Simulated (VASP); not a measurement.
Calculation: PBEsol GGA, VASP's PBE PAW potentials (set 64) (plane waves; VASP).

A VASP calculation is set up with these files.

### POSCAR
```
PtSe2
1
    1.7888551298    -3.0983928896     0.0000000000
    1.7888551298     3.0983928896    -0.0000000000
   -0.0000000000    -0.0000000000     4.0580748377
Pt Se
1 2
Direct
  0.0000000000   0.0000000000   0.0000000000
  0.3333330000   0.6666670000   0.2986702645
  0.6666670000   0.3333330000   0.7013297355
```

INCAR:
```
SYSTEM = PtSe2
PREC = Accurate
ENCUT = 500
EDIFF = 1E-6
NELM = 100
ALGO = Normal
LREAL = .FALSE.
LASPH = .TRUE.
ISMEAR = 1
SIGMA = 0.1
GGA = PS
LMAXMIX = 6
LWAVE = .FALSE.
LCHARG = .FALSE.
IBRION = 2
ISIF = 3
NSW = 40
EDIFFG = -0.02
PSTRESS = 450
```

**KPOINTS**
```
kpoints
0
gamma
 10 10 8
0 0 0
```

POTCAR, in this order: Pt Se (PBE.64 set). Program: vasp_std.

Question: What will the output report for the number of irreducible k-points (NKPTS), largest plane-wave count, number of space-group operations, FFT grid (NGX, NGY, NGZ)?

Answer: 
```
Property                                      Result
--------------------------------------  ------------
number of irreducible k-points (NKPTS)            94
largest plane-wave count                        1166
number of space-group operations                  12
FFT grid (NGX, NGY, NGZ)                28 × 28 × 30
```

The compound is PtSe2 in the 1T layered structure. It was relaxed first under an external pressure of 45 GPa.
